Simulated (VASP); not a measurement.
Calculation: PBE GGA, VASP's PBE PAW potentials (set 64) (plane waves; VASP).

The input files of a VASP run:

**INCAR**
```
SYSTEM = MoSi2
PREC = Accurate; ENCUT = 250; LREAL = .False.
LASPH = .True.
EDIFF = 1E-6; NELM = 100; ALGO = Normal
LMAXMIX = 4
ISMEAR = 1; SIGMA = 0.1
GGA = PE
ISIF = 2
LWAVE = .False.; LCHARG = .False.
```

**KPOINTS**
```
Automatic
0
G
 12 12 12
0 0 0
```

File POSCAR:
```
MoSi2
1.0
 -1.6420560000   1.6341610000   3.9842860000
  1.6420560000  -1.6341610000   3.9842860000
  1.6420560000   1.6341610000  -3.9842860000
Si Mo
2 1
direct
  0.6650000000   0.6650000000   0.0000000000
  0.3350000000   0.3350000000   0.0000000000
  0.0000000000   0.0089420000   0.0089420000
```

POTCAR, in this order: Si Mo_sv (PBE.64 set). Program: vasp_std.

Output of the run:

OSZICAR:
```
       N       E                     dE             d eps       ncg     rms          rms(c)
DAV:   1     0.442360889889E+02    0.44236E+02   -0.79015E+03 10255   0.794E+02
DAV:   2    -0.232140483633E+02   -0.67450E+02   -0.66630E+02 10822   0.212E+02
DAV:   3    -0.241185009526E+02   -0.90445E+00   -0.89680E+00 10850   0.221E+01
DAV:   4    -0.241224508870E+02   -0.39499E-02   -0.39492E-02 10199   0.154E+00
DAV:   5    -0.241224817607E+02   -0.30874E-04   -0.30873E-04 10984   0.115E-01    0.183E+01
DAV:   6    -0.233607905356E+02    0.76169E+00   -0.87488E+00  9744   0.191E+01    0.424E+00
DAV:   7    -0.231955494105E+02    0.16524E+00   -0.14408E+00  9459   0.723E+00    0.383E+00
DAV:   8    -0.231590815831E+02    0.36468E-01   -0.13049E-01 10073   0.282E+00    0.465E-01
DAV:   9    -0.231581851378E+02    0.89645E-03   -0.24010E-03 10283   0.378E-01    0.259E-01
DAV:  10    -0.231581365631E+02    0.48575E-04   -0.88361E-04 10122   0.269E-01    0.611E-02
DAV:  11    -0.231581127125E+02    0.23851E-04   -0.43512E-04  9751   0.156E-01    0.464E-02
DAV:  12    -0.231581035991E+02    0.91134E-05   -0.46435E-05  9581   0.474E-02    0.116E-02
DAV:  13    -0.231581030296E+02    0.56953E-06   -0.20587E-06  7211   0.847E-03
   1 F= -.23158103E+02 E0= -.23157920E+02  d E =-.550064E-03
```

### OUTCAR
```
------------------------ aborting loop because EDIFF is reached ----------------------------------------
  FORCE on cell =-STRESS in cart. coord.  units (eV):
  Direction    XX          YY          ZZ          XY          YZ          ZX
  --------------------------------------------------------------------------------------
  Total       -3.1015004     -2.7627448     -2.6647400      0.0000000      0.0000000      0.0000000
  in kB     -116.1954510   -103.5042197    -99.8325391      0.0000000      0.0000000      0.0000000
  external PRESSURE =    -106.5107366 kB  Pullay stress =       0.0000000 kB
  volume of cell :       42.77
      direct lattice vectors                 reciprocal lattice vectors
    -1.642056000  1.634161000  3.984286000     0.000000000  0.305967405  0.125492999
     1.642056000 -1.634161000  3.984286000     0.304496314  0.000000000  0.125492999
     1.642056000  1.634161000 -3.984286000     0.304496314  0.305967405  0.000000000
 POSITION                                       TOTAL-FORCE (eV/Angst)
 -----------------------------------------------------------------------------------
      0.00000      0.00000      5.29910         0.109532     -0.000000     -0.096576
      0.00000      0.00000      2.66947         0.109532      0.000000      0.096576
      0.02937      0.00000      0.00000        -0.219063     -0.000000      0.000000
 -----------------------------------------------------------------------------------
    total drift:                               -0.000074      0.000000      0.000000
  FREE ENERGIE OF THE ION-ELECTRON SYSTEM (eV)
  ---------------------------------------------------
  free  energy   TOTEN  =       -23.1581030296 eV

  energy  without entropy=      -23.1575529652  energy(sigma->0) =      -23.15791967
```
(Selected blocks of OUTCAR.)

At this cut-off the stress carries a Pulay error, which pulls relaxed volumes low.

The compound is MoSi2 in the MoSi2 type structure. The cell was not relaxed at this level. The run is one of a series of settings (ENCUT = 250 against the base run), some of them coarse on purpose.
